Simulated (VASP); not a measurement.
Calculation: PBEsol GGA, VASP's PBE PAW potentials (set 64) (plane waves; VASP 6.6.1).

VASP ran on this input.

KPOINTS:
```
Automatic
0
Gamma
 7 7 1
```

**INCAR**
```
ALGO = Normal
EDIFF = 1E-6
EDIFFG = -0.02
ENCUT = 400
GGA = PS
IBRION = 2
ISIF = 3
ISMEAR = 0
LASPH = T
LCHARG = F
LMAXMIX = 6
LREAL = F
LWAVE = F
NELM = 100
NSW = 60
PREC = Accurate
SIGMA = 0.05
SYSTEM = WS2
```

**POSCAR**
```
WS2
1.0
  3.1464981765   0.0000000000   0.0000000000
 -1.5732490883   2.7249476188   0.0000000000
  0.0000000000   0.0000000000  23.7347304766
W S
2 4
Cart
 -0.0000015733   1.8166326542  15.1265075624
  1.5732506615   0.9083149646   8.6082229142
 -0.0000015733   1.8166326542   7.0411111171
  1.5732506615   0.9083149646  16.6936193595
  1.5732506615   0.9083149646  13.5582562562
 -0.0000015733   1.8166326542  10.1764742204
```

POTCAR, in this order: W_sv S (PBE.64 set). Program: vasp_std.

The cell holds a wide vacuum, so values per volume refer to the whole cell.

**Question.** Estimate the energy per atom (σ→0).

**Answer.** 
- energy per atom (σ→0): -8.421 eV/atom

**OSZICAR**
```
...
DAV:  17    -0.505233955076E+02   -0.22098E-04   -0.16477E-06   449   0.518E-03    0.389E-03
DAV:  18    -0.505234330045E+02   -0.37497E-04   -0.58140E-06   512   0.615E-03    0.314E-03
DAV:  19    -0.505234630320E+02   -0.30027E-04   -0.10324E-06   441   0.268E-03    0.334E-03
DAV:  20    -0.505234833569E+02   -0.20325E-04   -0.13193E-06   456   0.352E-03    0.706E-04
DAV:  21    -0.505234866127E+02   -0.32559E-05   -0.11865E-07   416   0.121E-03    0.702E-04
DAV:  22    -0.505234914162E+02   -0.48035E-05   -0.45827E-07   440   0.130E-03    0.462E-04
DAV:  23    -0.505234917543E+02   -0.33806E-06   -0.20124E-08   409   0.532E-04
   1 F= -.50523492E+02 E0= -.50523492E+02  d E =-.505235E+02
```

The cell is a sheet with vacuum, built from a database entry that may be metastable or hypothetical.
